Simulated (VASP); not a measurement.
Output of a VASP run:

File OUTCAR:
```
 ion  position               nearest neighbor table
   1  0.138  0.371  0.403-  23 1.91   9 1.96  13 1.97  21 2.02  24 2.04  12 2.09
   2  0.862  0.629  0.597-  24 1.91  10 1.96  14 1.97  22 2.02  23 2.04  11 2.09
   3  0.362  0.629  0.903-  21 1.91  11 1.96  15 1.97  23 2.02  22 2.04  10 2.09
   4  0.638  0.371  0.097-  22 1.91  12 1.96  16 1.97  24 2.02  21 2.04   9 2.09
   5  0.638  0.129  0.597-  19 1.91  13 1.96   9 1.97  17 2.02  20 2.04  16 2.09
   6  0.362  0.871  0.403-  20 1.91  14 1.96  10 1.97  18 2.02  19 2.04  15 2.09
   7  0.862  0.871  0.097-  17 1.91  15 1.96  11 1.97  19 2.02  18 2.04  14 2.09
   8  0.138  0.129  0.903-  18 1.91  16 1.96  12 1.97  20 2.02  17 2.04  13 2.09
   9  0.465  0.270  0.390-   1 1.96   5 1.97   4 2.09
  10  0.535  0.730  0.610-   2 1.96   6 1.97   3 2.09
  11  0.035  0.730  0.890-   3 1.96   7 1.97   2 2.09
  12  0.965  0.270  0.110-   4 1.96   8 1.97   1 2.09
  13  0.965  0.230  0.610-   5 1.96   1 1.97   8 2.09
  14  0.035  0.770  0.390-   6 1.96   2 1.97   7 2.09
  15  0.535  0.770  0.110-   7 1.96   3 1.97   6 2.09
  16  0.465  0.230  0.890-   8 1.96   4 1.97   5 2.09
  17  0.817  0.010  0.851-   7 1.91   5 2.02   8 2.04
  18  0.183  0.990  0.149-   8 1.91   6 2.02   7 2.04
  19  0.683  0.990  0.351-   5 1.91   7 2.02   6 2.04
  20  0.317  0.010  0.649-   6 1.91   8 2.02   5 2.04
  21  0.317  0.490  0.149-   3 1.91   1 2.02   4 2.04
  22  0.683  0.510  0.851-   4 1.91   2 2.02   3 2.04
  23  0.183  0.510  0.649-   1 1.91   3 2.02   2 2.04
  24  0.817  0.490  0.351-   2 1.91   4 2.02   1 2.04
  LATTYP: Found a simple orthorhombic cell.
 ALAT       =     5.2402590000
 B/A-ratio  =     1.0602044670
 C/A-ratio  =     1.7855867429
 Subroutine PRICEL returns:
 Original cell was already a primitive cell.
 Subroutine GETGRP returns: Found  8 space group operations
The static configuration has the point symmetry S_2 .
 The point group associated with its full space group is D_2h.
The dynamic configuration has the point symmetry S_2 .
 Subroutine INISYM returns: Found  8 space group operations
 Subroutine IBZKPT returns following result:
 Found      8 irreducible k-points:

 Following reciprocal coordinates:
            Coordinates               Weight
  0.125000  0.166667  0.125000      8.000000
  0.375000  0.166667  0.125000      8.000000
  0.125000  0.500000  0.125000      4.000000
  0.375000  0.500000  0.125000      4.000000
  0.125000  0.166667  0.375000      8.000000
  0.375000  0.166667  0.375000      8.000000
  0.125000  0.500000  0.375000      4.000000
  0.375000  0.500000  0.375000      4.000000
   k-points           NKPTS =      8   k-points in BZ     NKDIM =      8   number of bands    NBANDS=    115
   number of dos      NEDOS =    301   number of ions     NIONS =     24
   total plane-waves  NPLWV =  48600
   dimension x,y,z NGX =    30 NGY =   54 NGZ =   30
   dimension x,y,z NGXF=    60 NGYF=  108 NGZF=   60
   ions per type =               8  16
   PREC   = accura    normal or accurate (medium, high low for compatibility)
   ISTART =      0    job   : 0-new  1-cont  2-samecut
   ICHARG =      2    charge: 1-file 2-atom 10-const
   ISPIN  =      1    spin polarized calculation?
   LNONCOLLINEAR =      F non collinear calculations
   LSORBIT =      F    spin-orbit coupling
   INIWAV =      1    electr: 0-lowe 1-rand  2-diag
   ENCUT  =  280.0 eV  20.58 Ry    4.54 a.u.   7.15 12.77  7.58*2*pi/ulx,y,z
   NELM   =    100;   NELMIN=  2; NELMDL= -5     # of ELM steps
   EDIFF  = 0.1E-05   stopping-criterion for ELM
   LREAL  =      T    real-space projection
   NLSPLINE    = F    spline interpolate recip. space projectors
   LMAXMIX     =    4 max onsite mixed and CHGCAR
   VOSKOWN=      0    Vosko Wilk Nusair interpolation
   EDIFFG = 0.1E-04   stopping-criterion for IOM
   NSW    =      0    number of steps for IOM
   NBLOCK =      1;   KBLOCK =      1    inner block; outer block
   IBRION =     -1    ionic relax: 0-MD 1-quasi-New 2-CG
   NFREE  =      0    steps in history (QN), initial steepest desc. (CG)
   ISIF   =      2    stress and relaxation
   ISYM   =      2    0-nonsym 1-usesym 2-fastsym
   TEIN   =    0.0    initial temperature
   TEBEG  =    0.0;   TEEND  =   0.0 temperature during run
   SMASS  =  -3.00    Nose mass-parameter (am)
   PSTRESS=    0.0 pullay stress
...
```

OSZICAR:
```
       N       E                     dE             d eps       ncg     rms          rms(c)
DAV:   1     0.235583090344E+04    0.23558E+04   -0.66779E+04  1848   0.133E+03
DAV:   2     0.221270226046E+03   -0.21346E+04   -0.20217E+04  1881   0.482E+02
DAV:   3    -0.246183311567E+03   -0.46745E+03   -0.45941E+03  2174   0.210E+02
DAV:   4    -0.281951260147E+03   -0.35768E+02   -0.35695E+02  2600   0.614E+01
DAV:   5    -0.284304102964E+03   -0.23528E+01   -0.23521E+01  2840   0.127E+01    0.593E+01
DAV:   6    -0.228141641329E+03    0.56162E+02   -0.32590E+02  2568   0.880E+01    0.238E+01
DAV:   7    -0.227001726524E+03    0.11399E+01   -0.50255E+01  2608   0.252E+01    0.143E+01
DAV:   8    -0.226753436815E+03    0.24829E+00   -0.14742E+01  2510   0.172E+01    0.802E+00
DAV:   9    -0.226196165157E+03    0.55727E+00   -0.93523E+00  2528   0.133E+01    0.339E+00
DAV:  10    -0.226036839766E+03    0.15933E+00   -0.10039E+00  2639   0.372E+00    0.322E-01
DAV:  11    -0.226039898846E+03   -0.30591E-02   -0.39761E-02  2336   0.680E-01    0.171E-01
DAV:  12    -0.226039903967E+03   -0.51202E-05   -0.22290E-03  2750   0.164E-01    0.922E-02
DAV:  13    -0.226039912977E+03   -0.90105E-05   -0.72214E-04  2528   0.110E-01    0.635E-02
DAV:  14    -0.226039878334E+03    0.34643E-04   -0.23111E-04  2544   0.593E-02    0.132E-02
DAV:  15    -0.226039882944E+03   -0.46103E-05   -0.30394E-05  2184   0.178E-02    0.103E-02
DAV:  16    -0.226039884028E+03   -0.10832E-05   -0.61545E-06  1864   0.849E-03    0.735E-03
DAV:  17    -0.226039885759E+03   -0.17319E-05   -0.10412E-05  2080   0.139E-02    0.624E-03
DAV:  18    -0.226039885258E+03    0.50174E-06   -0.35413E-06  1528   0.920E-03
   1 F= -.22603989E+03 E0= -.22603989E+03  d E =-.350194E-70
```

OUTCAR:
```
------------------------ aborting loop because EDIFF is reached ----------------------------------------
  FORCE on cell =-STRESS in cart. coord.  units (eV):
  Direction    XX          YY          ZZ          XY          YZ          ZX
  --------------------------------------------------------------------------------------
  Total     -128.2733272   -127.4757737   -126.5670297      0.0000000      0.0000000      0.0000000
  in kB     -754.4285269   -749.7377848   -744.3930851      0.0000000      0.0000000      0.0000000
  external PRESSURE =    -749.5197990 kB  Pullay stress =       0.0000000 kB
  volume of cell :      272.41
      direct lattice vectors                 reciprocal lattice vectors
     5.240259000  0.000000000  0.000000000     0.190830262  0.000000000  0.000000000
     0.000000000  9.356937000  0.000000000     0.000000000  0.106872580  0.000000000
     0.000000000  0.000000000  5.555746000     0.000000000  0.000000000  0.179993830
 POSITION                                       TOTAL-FORCE (eV/Angst)
 -----------------------------------------------------------------------------------
      0.72268      3.47170      2.23663        -0.008177      0.172185      0.113382
      4.51757      5.88523      3.31911         0.008177     -0.172185     -0.113382
      1.89745      5.88523      5.01451         0.008177     -0.172185      0.113382
      3.34281      3.47170      0.54124        -0.008177      0.172185     -0.113382
      3.34281      1.20676      3.31911        -0.008177     -0.172185     -0.113382
      1.89745      8.15017      2.23663         0.008177      0.172185      0.113382
      4.51757      8.15017      0.54124         0.008177      0.172185     -0.113382
      0.72268      1.20676      5.01451        -0.008177     -0.172185      0.113382
      2.43520      2.52366      2.16669        -0.093619      0.165276      0.047942
      2.80506      6.83328      3.38906         0.093619     -0.165276     -0.047942
      0.18493      6.83328      4.94456         0.093619     -0.165276      0.047942
      5.05533      2.52366      0.61119        -0.093619      0.165276     -0.047942
      5.05533      2.15481      3.38906        -0.093619     -0.165276     -0.047942
      0.18493      7.20213      2.16669         0.093619      0.165276      0.047942
      2.80506      7.20213      0.61119         0.093619      0.165276     -0.047942
      2.43520      2.15481      4.94456        -0.093619     -0.165276      0.047942
      4.27935      0.09806      4.72900         0.308249      0.166431      0.223275
      0.96091      9.25888      0.82675        -0.308249     -0.166431     -0.223275
      3.58104      9.25888      1.95112        -0.308249     -0.166431      0.223275
      1.65922      0.09806      3.60462         0.308249      0.166431     -0.223275
      1.65922      4.58041      0.82675         0.308249     -0.166431     -0.223275
      3.58104      4.77653      4.72900        -0.308249      0.166431      0.223275
      0.96091      4.77653      3.60462        -0.308249      0.166431     -0.223275
      4.27935      4.58041      1.95112         0.308249     -0.166431      0.223275
 -----------------------------------------------------------------------------------
    total drift:                               -0.000000     -0.000000      0.000000
  FREE ENERGIE OF THE ION-ELECTRON SYSTEM (eV)
  ---------------------------------------------------
  free  energy   TOTEN  =      -226.0398852577 eV

  energy  without entropy=     -226.0398852577  energy(sigma->0) =     -226.03988526
```
(Selected blocks of OUTCAR.)

**POSCAR**
```
TiO2
1
    5.2402590000     0.0000000000     0.0000000000
    0.0000000000     9.3569370000     0.0000000000
    0.0000000000     0.0000000000     5.5557460000
Ti O
8 16
Direct
  0.1379100000   0.3710300000   0.4025800000
  0.8620900000   0.6289700000   0.5974200000
  0.3620900000   0.6289700000   0.9025800000
  0.6379100000   0.3710300000   0.0974200000
  0.6379100000   0.1289700000   0.5974200000
  0.3620900000   0.8710300000   0.4025800000
  0.8620900000   0.8710300000   0.0974200000
  0.1379100000   0.1289700000   0.9025800000
  0.4647100000   0.2697100000   0.3899900000
  0.5352900000   0.7302900000   0.6100100000
  0.0352900000   0.7302900000   0.8899900000
  0.9647100000   0.2697100000   0.1100100000
  0.9647100000   0.2302900000   0.6100100000
  0.0352900000   0.7697100000   0.3899900000
  0.5352900000   0.7697100000   0.1100100000
  0.4647100000   0.2302900000   0.8899900000
  0.8166300000   0.0104800000   0.8511900000
  0.1833700000   0.9895200000   0.1488100000
  0.6833700000   0.9895200000   0.3511900000
  0.3166300000   0.0104800000   0.6488100000
  0.3166300000   0.4895200000   0.1488100000
  0.6833700000   0.5104800000   0.8511900000
  0.1833700000   0.5104800000   0.6488100000
  0.8166300000   0.4895200000   0.3511900000
```

**Question.** Write an INCAR and KPOINTS that could have produced this output.

**Answer.** One answer among several that fit: the input of the run itself, PBEsol GGA, plane waves, VASP's PBE PAW potentials (set 64).

KPOINTS:
```
Automatic
0
Gamma
4 3 4
0.5 0.5 0.5
```

**INCAR**
```
SYSTEM = TiO2
PREC = Accurate; ENCUT = 280; LREAL = Auto
LASPH = .True.
EDIFF = 1E-6; NELM = 100; ALGO = Normal
LMAXMIX = 4
ISMEAR = 0; SIGMA = 0.01
GGA = PS
ISIF = 2
LWAVE = .False.; LCHARG = .False.
```

POTCAR, in this order: Ti_sv O (PBE.64 set). Program: vasp_std.

At this cut-off the stress carries a Pulay error, which pulls relaxed volumes low.

The structure comes from a computed database's TiO2 entry, a phase known from measurement. The cell was not relaxed at this level. The run is one of a series of settings (ENCUT = 280 against the base run), some of them coarse on purpose.
